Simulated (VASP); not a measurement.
# Lattice of SnSe2 across functionals and dispersion corrections, part 2 of 3

Which functional gives the lattice of SnSe2 as experiment finds it, and is a dearer one worth its cost? LASPH is on for some levels and off for others; the table marks which. The start is a cell from a database of measured crystal structures.

VASP 6.6.1, plane waves and PAW; the level of theory is named at each step.

So far. Step 2 (Relaxation with PBE): It ends with a largest force of 0.005 eV/Å and a pressure of 0.01 GPa. The volume lies +16.6 % from that of the database's start. That is far more than a functional's usual error. The conventional cell has a = 3.873 and c = 6.928 Å.

## 3. Relaxation with LDA

This step: LDA; plane waves and PAW (Sn_d, Se) (VASP 6.6.1).

LDA, the lowest rung, knows the local density alone.

Contents of INCAR:

```
SYSTEM = SnSe2
PREC = Accurate
ENCUT = 520
EDIFF = 1E-06
NELM = 100
ISMEAR = -1
SIGMA = 0.05
LREAL = .FALSE.
ALGO = Normal
GGA = CA
NBANDS = 19
LORBIT = 11
LWAVE = .FALSE.
LCHARG = .FALSE.
KPAR = 2
IBRION = 2
NSW = 60
ISIF = 3
EDIFFG = -0.01
```

Contents of POSCAR:

```
SnSe2
1.0
    3.8110000000      0.0000000000      0.0000000000
   -1.9055000000      3.3004228138      0.0000000000
    0.0000000000      0.0000000000      6.1360000000
Sn Se
1 2
Direct
    0.0000000000      0.0000000000      0.0000000000
    0.3333333333      0.6666666667      0.2490000000
    0.6666666667      0.3333333333      0.7510000000
```

Contents of KPOINTS:

```
Automatic mesh
0
Gamma
8 8 5
0 0 0
```

PAW data sets: Sn_d and Se (PBE family, release 64).

Command:

```
mpirun -np 2 vasp_std
```

The log of the run:

```text
[banner, memory and clock lines left out]
running    2 mpi-ranks, on    1 nodes
 distrk:  each k-point on    1 cores,    2 groups
 distr:  one band on    1 cores,    1 groups

 POSCAR found type information on POSCAR SnSe
 POSCAR found :  2 types and       3 ions
|                                                                             |
|               ----> ADVICE to this user running VASP <----                  |
|                                                                             |
|     You enforced a specific xc type in the INCAR file but a different       |
|     [... a line on the potential file left out ...]
|     I HOPE YOU KNOW WHAT YOU ARE DOING!                                     |
|                                                                             |

 LDA part: xc-table for (Slater(with rela. corr.)+CA(PZ))
 , standard interpolation
 POSCAR, INCAR and KPOINTS ok, starting setup
 FFT: planning ... GRIDC
 FFT: planning ... GRID_SOFT
 FFT: planning ... GRID
 WAVECAR not read
 entering main loop
       N       E                     dE             d eps       ncg     rms          rms(c)
DAV:   1     0.202416150221E+03    0.20242E+03   -0.12159E+04  1543   0.153E+03
DAV:   2     0.931297703177E+01   -0.19310E+03   -0.18656E+03  1614   0.394E+02
DAV:   3    -0.133441807559E+02   -0.22657E+02   -0.22100E+02  1851   0.119E+02
DAV:   4    -0.141390779375E+02   -0.79490E+00   -0.79307E+00  1842   0.229E+01
DAV:   5    -0.141569073868E+02   -0.17829E-01   -0.17827E-01  2049   0.363E+00    0.503E+00
DAV:   6    -0.138590478109E+02    0.29786E+00   -0.56819E-01  2254   0.911E+00    0.316E+00
DAV:   7    -0.138229655685E+02    0.36082E-01   -0.16916E-01  1906   0.303E+00    0.894E-01
DAV:   8    -0.138196329812E+02    0.33326E-02   -0.12153E-02  2036   0.112E+00    0.285E-01
DAV:   9    -0.138193802466E+02    0.25273E-03   -0.11355E-03  1676   0.255E-01    0.769E-02
DAV:  10    -0.138193744300E+02    0.58166E-05   -0.10090E-04  2007   0.616E-02    0.279E-02
DAV:  11    -0.138193776959E+02   -0.32659E-05   -0.10890E-05  1681   0.230E-02    0.420E-03
DAV:  12    -0.138193773997E+02    0.29622E-06   -0.89307E-07  1018   0.875E-03
   1 F= -.13819377E+02 E0= -.13819346E+02  d E =-.138194E+02
 curvature:   0.00 expect dE= 0.000E+00 dE for cont linesearch  0.000E+00
 trial: gam= 0.00000 g(F)=  0.269E-01 g(S)=  0.211E-01 ort = 0.000E+00 (trialstep = 0.100E+01)
 search vector abs. value=  0.480E-01
 bond charge predicted
       N       E                     dE             d eps       ncg     rms          rms(c)
DAV:   1    -0.139639407698E+02   -0.14456E+00   -0.39582E+00  1963   0.273E+01    0.199E+00
DAV:   2    -0.138650398441E+02    0.98901E-01   -0.28337E-01  2011   0.745E+00    0.959E-01
DAV:   3    -0.138333121649E+02    0.31728E-01   -0.84075E-02  2038   0.393E+00    0.183E-01
DAV:   4    -0.138325200968E+02    0.79207E-03   -0.50178E-03  1643   0.632E-01    0.975E-02
DAV:   5    -0.138320723692E+02    0.44773E-03   -0.52781E-04  2260   0.237E-01    0.242E-02
DAV:   6    -0.138320717515E+02    0.61764E-06   -0.39275E-05  1684   0.517E-02    0.117E-02
DAV:   7    -0.138320714585E+02    0.29300E-06   -0.15034E-06  1316   0.112E-02
   2 F= -.13832071E+02 E0= -.13831983E+02  d E =-.126941E-01
[... from here on, the cycles between the ionic steps are left out ...]
   3 F= -.13835588E+02 E0= -.13835528E+02  d E =-.162103E-01
   4 F= -.13842080E+02 E0= -.13841998E+02  d E =-.649249E-02
   5 F= -.13843346E+02 E0= -.13843234E+02  d E =-.775868E-02
   6 F= -.13845803E+02 E0= -.13845697E+02  d E =-.245679E-02
   7 F= -.13851454E+02 E0= -.13851353E+02  d E =-.810772E-02
   8 F= -.13852343E+02 E0= -.13852109E+02  d E =-.899634E-02
   9 F= -.13853804E+02 E0= -.13853660E+02  d E =-.104575E-01
  10 F= -.13854789E+02 E0= -.13854630E+02  d E =-.984798E-03
  11 F= -.13857123E+02 E0= -.13856909E+02  d E =-.331883E-02
  12 F= -.13859117E+02 E0= -.13858717E+02  d E =-.531318E-02
  13 F= -.13859135E+02 E0= -.13858710E+02  d E =-.533093E-02
  14 F= -.13859133E+02 E0= -.13858699E+02  d E =-.532950E-02
  15 F= -.13859151E+02 E0= -.13858723E+02  d E =-.180166E-04
 ZBRENT: can't locate minimum, use default step
 trial-energy change:   -0.000018  1 .order   -0.000017   -0.000017   -0.000018
 step:   0.8514(harm=  0.8514)  dis= 0.00123  next Energy=   -13.859210 (dE=-0.771E-04)
 bond charge predicted
       N       E                     dE             d eps       ncg     rms          rms(c)
DAV:   1    -0.138594581970E+02   -0.30625E-03   -0.11694E-02  1735   0.990E-01    0.887E-02
DAV:   2    -0.138592706758E+02    0.18752E-03   -0.78516E-04  1861   0.331E-01    0.505E-02
DAV:   3    -0.138591931698E+02    0.77506E-04   -0.14942E-04  1933   0.173E-01    0.158E-02
DAV:   4    -0.138591884997E+02    0.46701E-05   -0.19080E-05  2163   0.422E-02    0.563E-03
DAV:   5    -0.138591879881E+02    0.51167E-06   -0.14339E-06  1017   0.124E-02
  16 F= -.13859188E+02 E0= -.13858776E+02  d E =-.546260E-04
 curvature:  -2.79 expect dE=-0.351E-04 dE for cont linesearch -0.603E-05
 trial: gam=-0.07097 g(F)=  0.181E-05 g(S)=  0.108E-04 ort = 0.270E-04 (trialstep = 0.341E+00)
 search vector abs. value=  0.104E-04
 reached required accuracy - stopping structural energy minimisation
```

It took 2 min on 2 MPI ranks of Intel Xeon 6975P-C (Granite Rapids), shared host; peak memory 0.39 GiB; 4 min of CPU time.

OUTCAR, selected parts (step 3):

```text
The static configuration has the point symmetry D_3d.

 Found     40 irreducible k-points:

   NELECT =      26.0000    total number of electrons

 E-fermi :   4.8124

 k-point     1 :       0.0000    0.0000    0.0000
  band No.  band energies     occupation
    ...
      9       3.8109      2.00000
     10       3.8109      2.00000
     11       3.9704      2.00000
     12       3.9704      2.00000
     13       4.5564      1.98812
     14       5.2005      0.00085
     15       7.3567      0.00000
     16       9.0158      0.00000
     17       9.0158      0.00000
     18      12.7021      0.00000
    ...

 k-point     2 :       0.1250    0.0000    0.0000
  band No.  band energies     occupation
    ...
      9       2.2397      2.00000
     10       3.1608      2.00000
     11       3.1808      2.00000
     12       4.3186      1.99990
     13       4.6512      1.92356
     14       6.3602      0.00000
     15       7.9985      0.00000
     16       8.6719      0.00000
     17       9.2277      0.00000
     18      11.9273      0.00000
    ...

  Total       -0.0147351     -0.0147351      0.0153417      0.0000000     -0.0000000      0.0000000
  in kB       -0.3195708     -0.3195708      0.3327266      0.0000000     -0.0000000      0.0000000
  external PRESSURE =      -0.1021383 kB  Pullay stress =       0.0000000 kB

  energy-cutoff  :      520.00
  volume of cell :       73.88
      direct lattice vectors                 reciprocal lattice vectors
     3.808963428 -0.000000000 -0.000000000     0.262538619  0.151576743 -0.000000000
    -1.904481714  3.298659091  0.000000000     0.000000000  0.303153485 -0.000000000
    -0.000000000  0.000000000  5.879679030     0.000000000 -0.000000000  0.170077311

 POSITION                                       TOTAL-FORCE (eV/Angst)
 -----------------------------------------------------------------------------------
     -1.90448      3.29866      5.87968        -0.000000      0.000000      0.000000
     -0.00000      2.19911      1.57805        -0.000000      0.000000      0.004332
      1.90448      1.09955      4.30163         0.000000     -0.000000     -0.004332
 -----------------------------------------------------------------------------------
    total drift:                               -0.000000      0.000000      0.000000

  FREE ENERGIE OF THE ION-ELECTRON SYSTEM (eV)
  ---------------------------------------------------
  free  energy   TOTEN  =       -13.8591879881 eV

  energy  without entropy=      -13.8583643300  energy(sigma->0) =      -13.85877616

 total charge
# of ion       s       p       d       tot
------------------------------------------
    1        1.073   1.048  10.107  12.228
    2        1.494   2.288   0.030   3.812
    3        1.494   2.288   0.030   3.812
--------------------------------------------------
tot          4.061   5.624  10.167  19.852

[... 8 parts as in an earlier step ...]

[... 5 further parts left out ...]
```

The bonds form layers, held to each other by dispersion, which LDA lacks; its overbinding stands in for it by accident. The PAW data sets were made with PBE, though LDA sets exist; this is a small mismatch.

Relaxation path:

```
step  energy less that of the first step (eV)  largest force (eV/Å)  pressure (GPa)  volume (Å³)
   1                                   0.0000                0.5283            1.13        77.18
   2                                  -0.0127                0.0303           -1.60        79.22
   3                                  -0.0162                0.1411           -0.77        78.56
   4                                  -0.0227                0.0971           -0.38        77.63
   5                                  -0.0240                0.0640           -0.07        76.95
   6                                  -0.0264                0.0795            0.06        76.56
   7                                  -0.0321                0.1260            0.44        75.39
   8                                  -0.0330                0.2162            1.44        73.03
   9                                  -0.0344                0.1846            1.03        73.98
  10                                  -0.0354                0.1677            0.93        73.96
  11                                  -0.0377                0.1184            0.65        73.91
  12                                  -0.0397                0.0246            0.12        73.81
  13                                  -0.0398                0.0156            0.07        73.80
  14                                  -0.0398                0.0126            0.05        73.79
  15                                  -0.0398                0.0105            0.04        73.81
  16                                  -0.0398                0.0043           -0.01        73.88
```

```
conventional cell, symmetrised  before  after  change
                         a (Å)   3.811  3.809  -0.1 %
                         b (Å)   3.811  3.809  -0.1 %
                         c (Å)   6.136  5.880  -4.2 %
              volume (Å³/atom)   25.73  24.63  -4.3 %
```

The atoms that moved most (Å, as changes of fractional coordinates times the final cell):

```
atom     dx     dy      dz  length
 Se2  0.000  0.000   0.114   0.114
 Se3  0.000  0.000  -0.114   0.114
```

The relaxed structure:

```xyz
3
Lattice="3.8090 0.0000 0.0000 -1.9045 3.2987 0.0000 0.0000 0.0000 5.8797" Properties=species:S:1:pos:R:3 pbc="T T T"
Sn    0.0000    0.0000    0.0000
Se    0.0000    2.1991    1.5781
Se    1.9045    1.0996    4.3016
```

Numbers from this step:

```
free energy (TOTEN)             : -13.86 eV
energy at zero smearing         : -13.86 eV
Fermi energy                    : 4.812 eV
pressure                        : -0.01021 GPa
valence top at k                : 0.125, 0, 0
conduction bottom at k          : 0, 0.375, 0.4
least direct gap at k           : 0, 0, 0
SCF cycles over all ionic steps : 103
gap on the k-mesh               : 0.3218 eV
least direct gap on the k-mesh  : 0.6441 eV
```

It ends at 24.63 Å³/atom, -4.3 % from the start, with -0.01 GPa left. The conventional cell has a = 3.809 and c = 5.880 Å.

## 4. Relaxation with r2SCAN

This step: r2SCAN; plane waves and PAW (Sn_d, Se) (VASP 6.6.1).

r2SCAN adds the kinetic-energy density, costs more than a GGA and is run with LASPH.

INCAR: that of step 3 with these lines changed.

```diff
@@ -9,3 +9,4 @@
 ALGO = Normal
-GGA = CA
+METAGGA = R2SCAN
+LASPH = .TRUE.
 NBANDS = 19
```

POSCAR is that of step 3.

KPOINTS is that of step 3.

Command:

```
mpirun -np 2 vasp_std
```

The log of the run:

```text
[banner, memory and clock lines left out]
running    2 mpi-ranks, on    1 nodes
[...]
[... a notice as in an earlier step ...]

 LDA part: xc-table for (None), standard interpolation
 POSCAR, INCAR and KPOINTS ok, starting setup
[...]
entering main loop
       N       E                     dE             d eps       ncg     rms          rms(c)
DAV:   1     0.162732532626E+03    0.16273E+03   -0.12452E+04  1546   0.157E+03
DAV:   2    -0.354040228197E+02   -0.19814E+03   -0.19135E+03  1630   0.405E+02
DAV:   3    -0.582220623571E+02   -0.22818E+02   -0.22250E+02  1854   0.121E+02
DAV:   4    -0.590010757620E+02   -0.77901E+00   -0.77757E+00  1853   0.231E+01
[...]
DAV:  11    -0.545841729376E+02   -0.35066E-04   -0.54070E-05  1655   0.631E-02    0.107E-02
DAV:  12    -0.545841755775E+02   -0.26400E-05   -0.58745E-06  1813   0.204E-02    0.358E-03
DAV:  13    -0.545841759124E+02   -0.33484E-06   -0.70559E-07   988   0.600E-03
   1 F= -.54584176E+02 E0= -.54584175E+02  d E =-.545842E+02
[... from here on, the cycles between the ionic steps are left out ...]
   2 F= -.54590974E+02 E0= -.54590968E+02  d E =-.679795E-02
   3 F= -.54628891E+02 E0= -.54628890E+02  d E =-.447155E-01
   4 F= -.54628889E+02 E0= -.54628887E+02  d E =-.447134E-01
   5 F= -.54630219E+02 E0= -.54630218E+02  d E =-.133009E-02
   6 F= -.54631250E+02 E0= -.54631248E+02  d E =-.236053E-02
   7 F= -.54632443E+02 E0= -.54632441E+02  d E =-.119347E-02
   8 F= -.54635034E+02 E0= -.54635032E+02  d E =-.378366E-02
   9 F= -.54636235E+02 E0= -.54636234E+02  d E =-.498542E-02
  10 F= -.54636307E+02 E0= -.54636306E+02  d E =-.717922E-04
  11 F= -.54636599E+02 E0= -.54636598E+02  d E =-.364135E-03
  12 F= -.54636656E+02 E0= -.54636654E+02  d E =-.564940E-04
 trial-energy change:   -0.000056  1 .order   -0.000056   -0.000073   -0.000039
 step:   1.8739(harm=  1.8739)  dis= 0.00326  next Energy=   -54.636677 (dE=-0.780E-04)
 reached required accuracy - stopping structural energy minimisation
```

Elapsed: 6.8 min, on 2 MPI ranks; peak memory 0.45 GiB.

OUTCAR, selected parts (step 4):

```text
  Total       -0.0160544     -0.0160544     -0.0140916      0.0000000      0.0000000      0.0000000
  in kB       -0.3073333     -0.3073333     -0.2697583      0.0000000      0.0000000      0.0000000
  external PRESSURE =      -0.2948083 kB  Pullay stress =       0.0000000 kB

 POSITION                                       TOTAL-FORCE (eV/Angst)
 -----------------------------------------------------------------------------------
     -1.92130      3.32779      6.54508        -0.000000     -0.000000      0.000000
     -0.00000      2.21853      1.57393        -0.000000      0.000000      0.006191
      1.92130      1.10926      4.97115         0.000000     -0.000000     -0.006191
 -----------------------------------------------------------------------------------
    total drift:                               -0.000000      0.000000      0.000000

  FREE ENERGIE OF THE ION-ELECTRON SYSTEM (eV)
  ---------------------------------------------------
  free  energy   TOTEN  =       -54.6366559384 eV

  energy  without entropy=      -54.6366528698  energy(sigma->0) =      -54.63665440

[... 2 parts as in an earlier step ...]

[... 2 further parts left out ...]
[key lines of the parts left out:]
E-fermi :   3.5164
```

The bonds form layers, held to each other by dispersion, which r2SCAN holds only at short range, so the spacing between them may come out too wide. The PAW data sets were made with PBE, which is usual practice but a small mismatch for other functionals.

Relaxation path:

```
step  energy less that of the first step (eV)  largest force (eV/Å)  pressure (GPa)  volume (Å³)
   1                                   0.0000                0.5328            3.64        77.18
   2                                  -0.0068                0.5156           -2.85        83.89
   3                                  -0.0447                0.0450           -0.05        80.55
   4                                  -0.0447                0.0344            0.02        80.48
   5                                  -0.0460                0.0547            0.06        80.51
   6                                  -0.0471                0.0961            0.16        80.55
   7                                  -0.0483                0.0911            0.10        80.88
   8                                  -0.0509                0.0750           -0.06        81.88
   9                                  -0.0521                0.0424           -0.34        83.90
  10                                  -0.0521                0.0559            0.17        83.72
  11                                  -0.0524                0.0090           -0.07        83.80
  12                                  -0.0525                0.0062           -0.03        83.69
```

```
conventional cell, symmetrised  before  after  change
                         a (Å)   3.811  3.843  +0.8 %
                         b (Å)   3.811  3.843  +0.8 %
                         c (Å)   6.136  6.545  +6.7 %
              volume (Å³/atom)   25.73  27.90  +8.4 %
```

The atoms that moved most (Å, as changes of fractional coordinates times the final cell):

```
atom     dx     dy      dz  length
 Se2  0.000  0.000  -0.056   0.056
 Se3  0.000  0.000   0.056   0.056
```

The relaxed structure:

```cif
data_structure
_symmetry_space_group_name_H-M 'P 1'
_symmetry_Int_Tables_number 1
_cell_length_a 3.8426
_cell_length_b 3.8426
_cell_length_c 6.5451
_cell_angle_alpha 90.000
_cell_angle_beta 90.000
_cell_angle_gamma 120.000
_cell_volume 83.69
loop_
_atom_site_label
_atom_site_type_symbol
_atom_site_fract_x
_atom_site_fract_y
_atom_site_fract_z
_atom_site_occupancy
Sn1 Sn 0.00000 0.00000 0.00000 1
Se2 Se 0.33333 0.66667 0.24048 1
Se3 Se 0.66667 0.33333 0.75952 1
```

It ends at 27.90 Å³/atom, +8.4 % from the start, with -0.03 GPa left. The conventional cell has a = 3.843 and c = 6.545 Å.

[end of part 2 of 3]

[Lines on the potential files, build, host, timing and source positions are cut from VASP's logs without a mark.]

[Logs are printed without paths, hosts, clocks, repeated set-up lines and the standing remarks that a program may print on its own settings, such as how far it seeks lower states.]

[Hosts, paths, dates, database ids (printed as entryN), source tags and the programs' standing remarks are cut or masked in the printed files.]

[A measured line is paired with the nearest computed mode of its activity, which favours agreement.]
